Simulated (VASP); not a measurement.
Data:

```
CELL_PARAMETERS angstrom
      0.00000     2.04500     2.04500
      2.04500     0.00000     2.04500
      2.04500     2.04500     0.00000
ATOMIC_POSITIONS crystal
  Ag 0.00000 0.00000 0.00000
```

These are r2SCAN meta-GGA, VASP's PBE PAW potentials (set 64) (plane waves; VASP 6.6.1) values and carry that method's errors. Numerical set-up: 480 eV cut-off, 14×14×14 Γ-centred mesh, first-order Methfessel-Paxton smearing of 0.10 eV, potentials Ag.

### Question
The ions, cell shape and volume are relaxed. Predict the relaxed structure.

### Answer

```
CELL_PARAMETERS angstrom
      0.00000     2.05338     2.05338
      2.05338     0.00000     2.05338
      2.05338     2.05338     0.00000
ATOMIC_POSITIONS crystal
  Ag 0.00000 0.00000 0.00000
```
Space group Fm-3m (225), at a tolerance of 0.03 Å.

### Question
How do energy and volume change from the first to the last step?

### Answer
The energy (σ→0) changes by -0.8 meV/atom and the volume by +1.2 %, in 3 ionic steps.

The compound is Ag in the fcc structure. This run relaxes it. Symmetry was kept, so distortions that lower it aren't found.
